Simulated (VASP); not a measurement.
Calculation: AM05 GGA, VASP's PBE PAW potentials (set 64) (plane waves; VASP).

Input for VASP

**KPOINTS**
```
Automatic mesh
0
Gamma
8 8 12
0 0 0
```

INCAR:
```
SYSTEM = MnO2
PREC = Accurate
ENCUT = 520
EDIFF = 1E-7
NELM = 100
ALGO = Normal
LREAL = .FALSE.
LASPH = .TRUE.
ISMEAR = -5
GGA = AM
LMAXMIX = 4
ISPIN = 2
MAGMOM = 2.4 -2.4 -0.0 0.0 0.0 -0.0
LORBIT = 11
LWAVE = .FALSE.
LCHARG = .TRUE.
NEDOS = 601
ISIF = 2
LEFG = .TRUE.
```

File POSCAR:
```
MnO2
8.7511730
  0.4999999931   0.0000000000   0.0000000000
  0.0000000000   0.4999999931   0.0000000000
  0.0000000000   0.0000000000   0.3235588324
Mn O
2 4
Cartesian
  0.0000000000   0.0000000000   0.0000000000
  0.2499999966   0.2499999966   0.1617794162
  0.1517145879   0.1517145879   0.0000000000
  0.4017145845   0.0982854086   0.1617794162
  0.0982854086   0.4017145845   0.1617794162
  0.3482854052   0.3482854052   0.0000000000
```

POTCAR, in this order: Mn_pv O (PBE.64 set). Program: vasp_std.

The run wrote:

**OSZICAR**
```
       N       E                     dE             d eps       ncg     rms          rms(c)
DAV:   1     0.646737919982E+03    0.64674E+03   -0.28728E+04 13024   0.203E+03
DAV:   2     0.177670341565E+02   -0.62897E+03   -0.59313E+03 13558   0.570E+02
DAV:   3    -0.613394462035E+02   -0.79106E+02   -0.77288E+02 15716   0.192E+02
DAV:   4    -0.642610821375E+02   -0.29216E+01   -0.28596E+01 14722   0.331E+01
DAV:   5    -0.643151029218E+02   -0.54021E-01   -0.53642E-01 13154   0.505E+00    0.459E+01
DAV:   6    -0.604546150694E+02    0.38605E+01   -0.15776E+02 15596   0.121E+02    0.526E+01
DAV:   7    -0.514892948432E+02    0.89653E+01   -0.11858E+02 16206   0.123E+02    0.206E+01
DAV:   8    -0.494158471262E+02    0.20734E+01   -0.87561E+00 13312   0.297E+01    0.768E+00
DAV:   9    -0.491048715308E+02    0.31098E+00   -0.16337E+00 16650   0.129E+01    0.269E+00
DAV:  10    -0.491159751578E+02   -0.11104E-01   -0.16823E-01 13320   0.332E+00    0.151E+00
DAV:  11    -0.491127679348E+02    0.32072E-02   -0.20398E-02 13278   0.184E+00    0.527E-01
DAV:  12    -0.491118288208E+02    0.93911E-03   -0.60682E-03 15376   0.115E+00    0.187E-01
DAV:  13    -0.491119131896E+02   -0.84369E-04   -0.56818E-04 13786   0.171E-01    0.642E-02
DAV:  14    -0.491118820993E+02    0.31090E-04   -0.64801E-05 14698   0.827E-02    0.242E-02
DAV:  15    -0.491118442580E+02    0.37841E-04   -0.33652E-05 13526   0.639E-02    0.155E-02
DAV:  16    -0.491118515508E+02   -0.72927E-05   -0.52721E-06 14194   0.314E-02    0.432E-03
DAV:  17    -0.491118542809E+02   -0.27301E-05   -0.78052E-07 14812   0.891E-03    0.184E-03
DAV:  18    -0.491118537458E+02    0.53507E-06   -0.18720E-07  8116   0.398E-03    0.997E-04
DAV:  19    -0.491118538660E+02   -0.12013E-06   -0.17149E-08  6360   0.135E-03    0.395E-04
DAV:  20    -0.491118536037E+02    0.26228E-06   -0.72905E-09  6354   0.642E-04    0.202E-04
DAV:  21    -0.491118535546E+02    0.49045E-07   -0.15922E-09  6318   0.331E-04
   1 F= -.49111854E+02 E0= -.49111854E+02  d E =0.000000E+00  mag=     0.0000
```

File OUTCAR:
```
------------------------ aborting loop because EDIFF is reached ----------------------------------------
  FORCE on cell =-STRESS in cart. coord.  units (eV):
  Direction    XX          YY          ZZ          XY          YZ          ZX
  --------------------------------------------------------------------------------------
  Total        0.1395056      0.1395056     -0.0713213      0.0000000      0.0000000      0.0000000
  in kB        4.1229707      4.1229707     -2.1078411      0.0000000      0.0000000      0.0000000
  external PRESSURE =       2.0460334 kB  Pullay stress =       0.0000000 kB
  volume of cell :       54.21
      direct lattice vectors                 reciprocal lattice vectors
     4.375586440  0.000000000  0.000000000     0.228540794  0.000000000  0.000000000
     0.000000000  4.375586440  0.000000000     0.000000000  0.228540794  0.000000000
     0.000000000  0.000000000  2.831519318     0.000000000  0.000000000  0.353167289
 POSITION                                       TOTAL-FORCE (eV/Angst)
 -----------------------------------------------------------------------------------
      0.00000      0.00000      0.00000        -0.000000     -0.000000      0.000000
      2.18779      2.18779      1.41576        -0.000000     -0.000000      0.000000
      1.32768      1.32768      0.00000         0.000812      0.000812     -0.000000
      3.51547      0.86011      1.41576         0.000812     -0.000812      0.000000
      0.86011      3.51547      1.41576        -0.000812      0.000812      0.000000
      3.04791      3.04791      0.00000        -0.000812     -0.000812      0.000000
 -----------------------------------------------------------------------------------
    total drift:                               -0.000000      0.000000      0.000000
  FREE ENERGIE OF THE ION-ELECTRON SYSTEM (eV)
  ---------------------------------------------------
  free  energy   TOTEN  =       -49.1118535546 eV

  energy  without entropy=      -49.1118535546  energy(sigma->0) =      -49.11185355

 total charge

# of ion       s       p       d       tot
------------------------------------------
    1        0.368   6.498   4.974  11.839
    2        0.368   6.498   4.974  11.839
    3        1.567   3.452   0.000   5.018
    4        1.567   3.452   0.000   5.018
    5        1.567   3.452   0.000   5.018
    6        1.567   3.452   0.000   5.018
--------------------------------------------------
tot          7.001  26.802   9.947  43.750

 magnetization (x)

# of ion       s       p       d       tot
------------------------------------------
    1        0.010   0.019   2.391   2.420
    2       -0.010  -0.019  -2.391  -2.420
    3       -0.001  -0.043   0.000  -0.044
    4        0.001   0.043   0.000   0.044
    5        0.001   0.043   0.000   0.044
    6       -0.001  -0.043   0.000  -0.044
--------------------------------------------------
tot          0.000   0.000   0.000   0.000

 Electric field gradients after diagonalization (V/A^2)
 (convention: |V_zz| > |V_xx| > |V_yy|)
----------------------------------------------------------------------
 ion       V_xx      V_yy      V_zz     asymmetry (V_yy - V_xx)/ V_zz
----------------------------------------------------------------------
   1      -7.281    -1.241     8.523       0.709
   2      -7.281    -1.241     8.523       0.709
   3      59.464    22.857   -82.321       0.445
   4      59.464    22.857   -82.321       0.445
   5      59.464    22.857   -82.321       0.445
   6      59.464    22.857   -82.321       0.445
```
(Selected blocks of OUTCAR.)

For a metal the tetrahedron method with Blöchl corrections gives inexact stress and forces.

The compound is MnO2 in the rutile structure. It was relaxed first.
